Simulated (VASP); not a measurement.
Write the native input for VASP 6.6.1 that does the following.

* Task: relaxation of cell and atoms
* Functional: PBE
* Potentials or basis: VASP PAW PBE potentials, release 64 (Zn, Te, O)
* Cutoff: 520 eV
* k mesh: 6 × 6 × 6
* Occupations: gaussian, width 0.1 eV
* Spin: no spin polarisation
* Further INCAR settings: ALGO = Normal; EDIFF = 1e-06; IBRION = 2; EDIFFG = -0.01; NSW = 90; ISIF = 3

The structure of Zn4Te3O lies in POSCAR:

```
Zn4Te3O
1.0
    5.7940000000      0.0000000000      0.0000000000
    0.0000000000      5.7940000000      0.0000000000
    0.0000000000      0.0000000000      5.7940000000
Zn Te O
4 3 1
Direct
    0.2098722800      0.7901277200      0.7901277200
    0.7901277200      0.7901277200      0.2098722800
    0.7901277200      0.2098722800      0.7901277200
    0.2098722800      0.2098722800      0.2098722800
    0.5000000000      0.0000000000      0.5000000000
    0.0000000000      0.5000000000      0.5000000000
    0.5000000000      0.5000000000      0.0000000000
    0.0000000000      0.0000000000      0.0000000000
```

The cell was built by a generator and needn't be a form met in nature.

The input as run:

INCAR

```
SYSTEM = Zn4Te3O
  PREC = Accurate
  ENCUT = 520
  EDIFF = 1E-6
  ISMEAR = 0
  SIGMA = 0.1
  LREAL = .False.
  LASPH = .True.
  NELM = 120
  ALGO = Normal
  ISIF = 3
  LWAVE = .False.
  LCHARG = .False.
  GGA = PE
  IBRION = 2
  NSW = 90
  EDIFFG = -0.01
  KPAR = 4
```

KPOINTS

```
regular mesh
0
Gamma
  6 6 6
  0 0 0
```

Potentials or basis: VASP PAW PBE potentials, release 64 (Zn, Te, O).

Command:

```bash
$ cat potpaw_PBE.64/Zn/POTCAR potpaw_PBE.64/Te/POTCAR potpaw_PBE.64/O/POTCAR > POTCAR
$ mpirun -np 4 vasp_std > vasp.out
```

Results of the run:

```yaml
Relaxed_volume: 24.35 Å³/atom
Relaxed_cell: a = 5.797 Å, b = 5.797 Å, c = 5.797 Å, α = 90.00°, β = 90.00°, γ = 90.00°
Space_group_after_relaxing_to_0.05_Å: P-43m (No. 215)
Energy_gained_by_relaxing: 0.1 meV/atom
Ionic_steps: 3
Pressure_after_relaxing: -0.1 GPa
Largest_force_after_relaxing: 0.006 eV/Å
Band_gap_on_the_k_mesh: none (metal or under the smearing width)
```

Run time: 2.4 min on 4 MPI ranks on AMD EPYC 7R13 Processor (Zen 3), with other jobs on the host, peak memory 0.42 GiB a rank.
